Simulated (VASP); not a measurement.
Write the native input for VASP 6.6.1 that does the following.

```yaml
Task: single point
Functional: PBE
Potentials_or_basis: VASP PAW PBE potentials, release 64 (Zr_sv, Se, Br)
Cutoff: 520 eV
k_mesh: 15 × 15 × 4
Occupations: gaussian, width 0.1 eV
Spin: no spin polarisation
Dipole_correction: no
Further_INCAR_settings: ALGO = Fast; EDIFF = 1e-06; NBANDS = 24
```

The structure of ZrSeBr2 lies in POSCAR:

```
ZrSeBr2
1.0
    3.4636638931      0.0000000000      0.0000000000
   -1.7318319466      2.9996209216      0.0000000000
    0.0000000000      0.0000000000     13.9508432451
Zr Se Br
1 1 2
Direct
    0.0000000000      0.0000000000      0.5000000000
    0.0000000000      0.0000000000      0.0000000000
    0.0000000000      0.0000000000      0.6771146228
    0.0000000000      0.0000000000      0.3228853772
```

The cell was built by a generator and needn't be a form met in nature.

The cell isn't the ideal one: random cell by space group and Wyckoff sites (P6/mmm, No. 191).

These files were run (other wordings do the same):

INCAR

```
PREC = Accurate ; ENCUT = 520
EDIFF = 1E-6 ; ISMEAR = 0
SIGMA = 0.1 ; LREAL = F
LASPH = T ; NELM = 100
ALGO = Fast ; ISIF = 2
LWAVE = F ; LCHARG = F
GGA = PE ; NBANDS = 24
```

KPOINTS

```
regular mesh
0
Gamma
  15 15 4
```

Potentials or basis: VASP PAW PBE potentials, release 64 (Zr_sv, Se, Br).

Launch:

```sh
$ cat potpaw_PBE.64/Zr_sv/POTCAR potpaw_PBE.64/Se/POTCAR potpaw_PBE.64/Br/POTCAR > POTCAR
$ mpirun -np 1 vasp_std > vasp.out
```

Results of the run:

```yaml
Pressure: 0.0 GPa
Largest_force: 0.010 eV/Å
Band_gap_on_the_k_mesh: none (metal or under the smearing width)
```

Caveat: this functional lacks dispersion, which binds the layers, so the pressure and a relaxed spacing across them are unreliable.

Wall time 6.9 min on 1 thread of Intel(R) Xeon(R) Platinum 8488C (Sapphire Rapids), on a shared host, peak memory 0.48 GiB.
